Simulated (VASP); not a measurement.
# Zr3Fe3Ru (Pm-3m) in VASP: relaxation of cell and atoms with RPBE

Aim: the relaxation of cell and atoms of Zr3Fe3Ru with RPBE.

Program: VASP 6.6.1. These are calculated values, not measurements. Logs are shortened: lines on timing, memory, paths and dates and some standing lists are left out, and cuts for length are marked.

**1. The crystal as given**

It takes space group Pm-3m (No. 221, cubic). The conventional cell has a = 4.686 Å, b = 4.686 Å, c = 4.686 Å, α = 90.00°, β = 90.00°, γ = 90.00°. Zr (site symmetry 4/mmm) has 4 Fe at 2.34 Å and 2 Ru at 2.34 Å as nearest neighbours. Around Fe (site symmetry 4/mmm) lie 4 Zr at 2.34 Å. Ru (site symmetry m-3m) has 6 Zr at 2.34 Å as nearest neighbours.

The cell was built by a generator and needn't be a form met in nature.

**2. Relaxation of cell and atoms, RPBE, collinear spin, ferromagnetic start**

The input, INCAR:

```
PREC     = Accurate       # precision mode
ENCUT    = 600            # plane-wave cutoff, eV
EDIFF    = 1E-7           # SCF threshold, eV
ISMEAR   = 1              # smearing method
SIGMA    = 0.1            # smearing width, eV
LREAL    = F              # projectors in reciprocal space
LASPH    = T              # aspherical terms in the spheres
NELM     = 120            # most SCF steps
ALGO     = Normal         # electronic algorithm
ISIF     = 3              # what is computed and relaxed
LWAVE    = F              # write WAVECAR
LCHARG   = F              # write CHGCAR
ISPIN    = 2              # spin polarisation
MAGMOM   = 0 0 0 3 3 3 1  # initial moments
LORBIT   = 11             # projections on sites
LMAXMIX  = 4              # l up to which the mixer works
GGA      = RP             # functional
IBRION   = 2              # ionic algorithm
NSW      = 40             # ionic steps
EDIFFG   = -0.02          # ionic threshold
```

The input, KPOINTS:

```
Automatic mesh
0
Gamma
  6 6 6
```

The input, POSCAR:

```
Zr3Fe3Ru
1.0
    4.6861410000      0.0000000000      0.0000000000
    0.0000000000      4.6861410000      0.0000000000
    0.0000000000      0.0000000000      4.6861410000
Zr Fe Ru
3 3 1
Direct
    0.5000000000      0.0000000000      0.0000000000
    0.0000000000      0.5000000000      0.0000000000
    0.0000000000      0.0000000000      0.5000000000
    0.0000000000      0.5000000000      0.5000000000
    0.5000000000      0.0000000000      0.5000000000
    0.5000000000      0.5000000000      0.0000000000
    0.0000000000      0.0000000000      0.0000000000
```

Potentials or basis: VASP PAW PBE potentials, release 64 (Zr_sv, Fe, Ru_pv).

Launch:

```bash
> cat potpaw_PBE.64/Zr_sv/POTCAR potpaw_PBE.64/Fe/POTCAR potpaw_PBE.64/Ru_pv/POTCAR > POTCAR
> mpirun -np 1 vasp_std > vasp.out
```

OUTCAR:

```text
PREC = Accurate
   ENCUT = 600
   EDIFF = 1E-7
   ISMEAR = 1
   LREAL = F
   LASPH = T
   NELM = 120
   ISIF = 3
   ISPIN = 2
   LORBIT = 11
   GGA = RP
   IBRION = 2
   NSW = 40
   EDIFFG = -0.02

 ion  position               nearest neighbor table
   1  0.500  0.000  0.000-   5 2.34   6 2.34   7 2.34   5 2.34   6 2.34   7 2.34   3 3.31   2 3.31
                             2 3.31   2 3.31   3 3.31   3 3.31   3 3.31   2 3.31
   2  0.000  0.500  0.000-   4 2.34   6 2.34   7 2.34   4 2.34   7 2.34   6 2.34   3 3.31   1 3.31
                             3 3.31   1 3.31   3 3.31   1 3.31   3 3.31   1 3.31
   3  0.000  0.000  0.500-   4 2.34   5 2.34   7 2.34   7 2.34   4 2.34   5 2.34   2 3.31   2 3.31
                             2 3.31   1 3.31   2 3.31   1 3.31   1 3.31   1 3.31
   4  0.000  0.500  0.500-   2 2.34   3 2.34   2 2.34   3 2.34
   5  0.500  0.000  0.500-   1 2.34   3 2.34   1 2.34   3 2.34
   6  0.500  0.500  0.000-   1 2.34   2 2.34   1 2.34   2 2.34
   7  0.000  0.000  0.000-   1 2.34   2 2.34   3 2.34   3 2.34   2 2.34   1 2.34

  LATTYP: Found a simple cubic cell.
 ALAT       =     4.6861410000

  Lattice vectors:

 A1 = (   4.6861410000,   0.0000000000,   0.0000000000)
 A2 = (   0.0000000000,   4.6861410000,   0.0000000000)
 A3 = (   0.0000000000,   0.0000000000,   4.6861410000)

Analysis of symmetry for initial positions (statically):
=====================================================================
 Subroutine PRICEL returns:
 Original cell was already a primitive cell.

 Routine SETGRP: Setting up the symmetry group for a
 simple cubic supercell.

 Subroutine GETGRP returns: Found 48 space group operations
 (whereof 48 operations were pure point group operations)
 out of a pool of 48 trial point group operations.

The static configuration has the point symmetry O_h .

Analysis of symmetry for dynamics (positions and initial velocities):
=====================================================================
 Subroutine PRICEL returns:
 Original cell was already a primitive cell.

 Routine SETGRP: Setting up the symmetry group for a
 simple cubic supercell.

 Subroutine GETGRP returns: Found 48 space group operations
 (whereof 48 operations were pure point group operations)
 out of a pool of 48 trial point group operations.

The dynamic configuration has the point symmetry O_h .

Analysis of structural, dynamic, and magnetic symmetry:
=====================================================================
 Subroutine PRICEL returns:
 Original cell was already a primitive cell.

 Routine SETGRP: Setting up the symmetry group for a
 simple cubic supercell.

 Subroutine GETGRP returns: Found 48 space group operations
 (whereof 48 operations were pure point group operations)
 out of a pool of 48 trial point group operations.

The overall configuration has the point symmetry O_h .

 Subroutine INISYM returns: Found 48 space group operations
 (whereof 48 operations are pure point group operations),
 and found     1 'primitive' translations

----------------------------------------------------------------------------------------

                                     Primitive cell

  volume of cell :     102.9073

  direct lattice vectors                    reciprocal lattice vectors
     4.686141000  0.000000000  0.000000000     0.213395201  0.000000000  0.000000000
     0.000000000  4.686141000  0.000000000     0.000000000  0.213395201  0.000000000
     0.000000000  0.000000000  4.686141000     0.000000000  0.000000000  0.213395201

  length of vectors
     4.686141000  4.686141000  4.686141000     0.213395201  0.213395201  0.213395201

  position of ions in fractional coordinates (direct lattice)
     0.500000000  0.000000000  0.000000000
     0.000000000  0.500000000  0.000000000
     0.000000000  0.000000000  0.500000000
     0.000000000  0.500000000  0.500000000
     0.500000000  0.000000000  0.500000000
     0.500000000  0.500000000  0.000000000
     0.000000000  0.000000000  0.000000000

  ion indices of the primitive-cell ions
   primitive index   ion index
                 1           1
                 2           2
                 3           3
                 4           4
                 5           5
                 6           6
                 7           7

----------------------------------------------------------------------------------------

 KPOINTS: Automatic mesh

Automatic generation of k-mesh.
 Grid dimensions read from file:
 generate k-points for:    6    6    6

 Generating k-lattice:

  Cartesian coordinates                     Fractional coordinates (reciprocal lattice)
     0.035565867  0.000000000  0.000000000     0.166666667  0.000000000  0.000000000
     0.000000000  0.035565867  0.000000000     0.000000000  0.166666667  0.000000000
     0.000000000  0.000000000  0.035565867     0.000000000  0.000000000  0.166666667

  Length of vectors
     0.035565867  0.035565867  0.035565867

  Shift w.r.t. Gamma in fractional coordinates (k-lattice)
     0.000000000  0.000000000  0.000000000

 Subroutine IBZKPT returns following result:
 ===========================================

 Found     20 irreducible k-points:

 Following reciprocal coordinates:
            Coordinates               Weight
  0.000000  0.000000  0.000000      1.000000
  0.166667  0.000000  0.000000      6.000000
  0.333333  0.000000  0.000000      6.000000
  0.500000  0.000000  0.000000      3.000000
  0.166667  0.166667  0.000000     12.000000
  0.333333  0.166667  0.000000     24.000000
[... 12 lines left out ...]
  0.500000  0.500000  0.333333      6.000000
  0.500000  0.500000  0.500000      1.000000
   k-points           NKPTS =     20   k-points in BZ     NKDIM =     20   number of bands    NBANDS=     49
   number of dos      NEDOS =    301   number of ions     NIONS =      7
   total plane-waves  NPLWV =  64000
   dimension x,y,z NGX =    40 NGY =   40 NGZ =   40
   dimension x,y,z NGXF=    80 NGYF=   80 NGZF=   80
   ions per type =               3   3   1
   NGX,Y,Z   is equivalent  to a cutoff of  14.19, 14.19, 14.19 a.u.
   NGXF,Y,Z  is equivalent  to a cutoff of  28.38, 28.38, 28.38 a.u.
 SYSTEM =  unknown system
   PREC   = accura    normal or accurate (medium, high low for compatibility)
   ISTART =      0    job   : 0-new  1-cont  2-samecut
   ICHARG =      2    charge: 1-file 2-atom 10-const
   ISPIN  =      2    spin polarized calculation?
   LNONCOLLINEAR =      F non collinear calculations
   LSORBIT =      F    spin-orbit coupling
   LASPH  =      T    aspherical Exc in radial PAW
   ENCUT  =  600.0 eV  44.10 Ry    6.64 a.u.   9.36  9.36  9.36*2*pi/ulx,y,z
   NELM   =    120;   NELMIN=  2; NELMDL= -5     # of ELM steps
   EDIFF  = 0.1E-06   stopping-criterion for ELM
   LREAL  =      F    real-space projection
   EDIFFG = -.2E-01   stopping-criterion for IOM
   NSW    =     40    number of steps for IOM
   IBRION =      2    ionic relax: 0-MD 1-quasi-New 2-CG
   NFREE  =      1    steps in history (QN), initial steepest desc. (CG)
   ISIF   =      3    stress and relaxation
   ISYM   =      2    0-nonsym 1-usesym 2-fastsym
   POTIM  = 0.5000    time-step for ionic-motion
   TEBEG  =    0.0;   TEEND  =   0.0 temperature during run
   PSTRESS=    0.0 pullay stress
   NELECT =      74.0000    total number of electrons
   NUPDOWN=      -1.0000    fix difference up-down
   EMIN   =  10.00;   EMAX   =-10.00  energy-range for DOS
   EFERMI =   0.00;   METHOD = LEGACY
   ISMEAR =     1;   SIGMA  =   0.10  broadening in eV -4-tet -1-fermi 0-gaus
   EFERMI_NEDOS =   21; number of points for ismear=-14 and -15
   IALGO  =     38    algorithm
   IMIX   =      4    mixing-type and parameters
     AMIX     =   0.40;   BMIX     =  1.00
     AMIX_MAG =   1.60;   BMIX_MAG =  1.00
  volume/ion in A,a.u.               =      14.70        99.21
  Fermi-wavevector in a.u.,A,eV,Ry     =   1.466685  2.771632 29.268357  2.151164
  Thomas-Fermi vector in A             =   2.582393
   LORBIT       =     11    0 simple, 1 ext, 2 COOP (PROOUT), +10 PAW based schemes
   GGA     = RP    functional components
   LHFCALC =     F    Hartree Fock is set to
   AEXX    =    0.0000 exact exchange contribution
   IVDW    =     0    specifies the selected vdW correction
   LEPSILON=     F    determine dielectric tensor
   LRPA    =     F    only Hartree local field effects (RPA)
 conjugate gradient relaxation of ions
 spin polarized calculation
 Methfessel and Paxton  Order N= 1 SIGMA  =   0.10
  energy-cutoff  :      600.00
  volume of cell :      102.91
 maximum number of plane-waves:      3468
 NGX is ok and might be reduce to    40
   NGX = 19   NGY = 19   NGZ = 19

--------------------------------------- Ionic step        1  -------------------------------------------

 number of electron      74.0000000 magnetization      10.0000000

 number of electron      74.0000020 magnetization       1.6475642

 Free energy of the ion-electron system (eV)
  ---------------------------------------------------
  ext. energy  EPLUGINS =         0.00000000
  ---------------------------------------------------
  free energy    TOTEN  =       -45.02616993 eV

  energy without entropy =      -45.02416720  energy(sigma->0) =      -45.02550235

------------------------ aborting loop because EDIFF is reached ----------------------------------------

  FORCE on cell =-STRESS in cart. coord.  units (eV):
  Direction    XX          YY          ZZ          XY          YZ          ZX
  --------------------------------------------------------------------------------------
  -------------------------------------------------------------------------------------
  Total       34.9980311     34.9980311     34.9980311      0.0000000      0.0000000      0.0000000
  in kB      544.8891235    544.8891235    544.8891235      0.0000000      0.0000000      0.0000000
  external PRESSURE =     544.8891235 kB  Pullay stress =       0.0000000 kB
[... 28 lines left out ...]
--------------------------------------- Ionic step        2  -------------------------------------------

 number of electron      73.9999963 magnetization      -0.0025181

 number of electron      73.9999963 magnetization       0.0000568

 E-fermi :   3.5033     XC(G=0):  -9.3147

 val. band max:        3.5030213721   @ k =   0.1667   0.1667   0.0000
 cond. band min:       3.5060116949   @ k =   0.1667   0.0000   0.0000
 fundamental gap:      0.0029903228
 Fermi energy:         3.5033396635

 spin component 1

 k-point     1 :       0.0000    0.0000    0.0000
  band No.  band energies     occupation
      1     -45.8801      1.00000
      2     -45.8759      1.00000
      3     -45.8759      1.00000
      4     -38.1695      1.00000
      5     -38.1695      1.00000
      6     -38.1695      1.00000
[... 2194 lines left out ...]
--------------------------------------- Ionic step        5  -------------------------------------------

 number of electron      73.9999993 magnetization       0.0020110

 number of electron      73.9999993 magnetization      -0.0027458

 Free energy of the ion-electron system (eV)
  ---------------------------------------------------
  ext. energy  EPLUGINS =         0.00000000
  ---------------------------------------------------
  free energy    TOTEN  =       -49.47703283 eV

  energy without entropy =      -49.47101871  energy(sigma->0) =      -49.47502812

 E-fermi :   6.4253     XC(G=0): -10.9342

 val. band max:        6.4197700587   @ k =   0.1667   0.1667   0.1667
 cond. band min:       6.4311940374   @ k =   0.5000   0.1667   0.0000
 fundamental gap:      0.0114239787
 Fermi energy:         6.4253048143

 spin component 1

 k-point     1 :       0.0000    0.0000    0.0000
  band No.  band energies     occupation
      1     -41.9640      1.00000
      2     -41.9385      1.00000
      3     -41.9385      1.00000
      4     -35.4986      1.00000
      5     -35.4986      1.00000
      6     -35.4986      1.00000
[... 2106 lines left out ...]
  FREE ENERGIE OF THE ION-ELECTRON SYSTEM (eV)
  ---------------------------------------------------
  free  energy   TOTEN  =       -49.4770328339 eV

  energy  without entropy=      -49.4710187053  energy(sigma->0) =      -49.47502812

 reached required accuracy - stopping structural energy minimisation

 total charge

# of ion       s       p       d       tot
------------------------------------------
    1        2.243   5.968   1.762   9.972
    2        2.243   5.968   1.762   9.972
    3        2.243   5.968   1.762   9.972
    4        0.424   0.198   6.472   7.093
    5        0.424   0.198   6.472   7.093
    6        0.424   0.198   6.472   7.093
    7        0.464   6.128   6.429  13.021
--------------------------------------------------
tot          8.462  24.625  31.130  64.217

 magnetization (x)

# of ion       s       p       d       tot
------------------------------------------
    1        0.000   0.000   0.001   0.001
    2        0.000   0.000   0.001   0.001
    3        0.000   0.000   0.001   0.001
    4        0.000   0.000  -0.001  -0.001
    5        0.000   0.000  -0.001  -0.001
    6        0.000   0.000  -0.001  -0.001
    7       -0.000   0.000  -0.001  -0.001
--------------------------------------------------
tot          0.000   0.000  -0.004  -0.003
```

It took 27 min on 1 thread of Intel Xeon Platinum 8488C (Sapphire Rapids), shared host; peak memory 0.42 GiB.

What came out:

```yaml
Free_energy: -49.4770 eV
Relaxed_volume: 19.66 Å³/atom
Relaxed_cell: a = 5.162 Å, b = 5.162 Å, c = 5.162 Å, α = 90.00°, β = 90.00°, γ = 90.00°
Space_group_after_relaxing_to_0.05_Å: Pm-3m (No. 221)
Energy_gained_by_relaxing: 635.8 meV/atom
Ionic_steps: 5
Pressure_after_relaxing: 0.1 GPa
Band_gap_on_the_k_mesh: none (metal or under the smearing width)
Net_moment: 0.00 μB per cell
Valence_electrons_inside_the_program's_atomic_spheres: Zr 9.97; Fe 7.09; Ru 13.02
```

Step by step:
```
step  energy change (eV)  largest force (eV/Å)  pressure (GPa)  volume (Å³)
   1              0.0000                0.0000           54.49       102.91
   2             -0.0886                0.0000          -17.54       196.78
   3             -4.4411                0.0000           -1.47       139.80
   4             -4.4499                0.0000           -0.47       138.36
   5             -4.4509                0.0000            0.09       137.59
```

Final structure:
```yaml
crystal:
  lattice:
    - [5.16247, 0.00000, 0.00000]
    - [0.00000, 5.16247, 0.00000]
    - [0.00000, 0.00000, 5.16247]
  atoms:
    - { symbol: Zr, position: [0.50000, 0.00000, 0.00000] }
    - { symbol: Zr, position: [0.00000, 0.50000, 0.00000] }
    - { symbol: Zr, position: [0.00000, 0.00000, 0.50000] }
    - { symbol: Fe, position: [0.00000, 0.50000, 0.50000] }
    - { symbol: Fe, position: [0.50000, 0.00000, 0.50000] }
    - { symbol: Fe, position: [0.50000, 0.50000, 0.00000] }
    - { symbol: Ru, position: [0.00000, 0.00000, 0.00000] }
```

Levels at points of the mesh, in eV from the Fermi level:
Spin up:
```csv
k point,band 34,band 35,band 36,band 37,band 38,band 39,band 40,band 41
"(0.00, 0.00, 0.00)",-0.05,0.07,0.07,0.07,0.73,0.73,0.82,0.82
"(0.50, 0.00, 0.00)",-0.38,-0.27,-0.05,-0.05,0.08,1.04,1.06,1.47
"(0.50, 0.50, 0.00)",-0.36,-0.29,-0.20,-0.20,-0.02,-0.01,0.67,0.67
"(0.50, 0.50, 0.50)",-0.11,-0.11,-0.11,-0.07,-0.07,-0.07,0.19,0.19
```
Spin down:
```
           k point  band 35  band 36  band 37  band 38  band 39  band 40
(0.00, 0.00, 0.00)     0.07     0.07     0.07     0.73     0.73     0.82
(0.50, 0.00, 0.00)    -0.27    -0.05    -0.05     0.08     1.04     1.06
(0.50, 0.50, 0.00)    -0.29    -0.20    -0.20    -0.02    -0.01     0.67
(0.50, 0.50, 0.50)    -0.12    -0.12    -0.07    -0.07    -0.07     0.19
```

Caveat: the starting moments collapsed, and a magnetic state may lie lower; the volume moved by over 15 % at a fixed basis, so the end points are rough; the PAW data sets were made with another functional, which shifts forces and pressure a little.
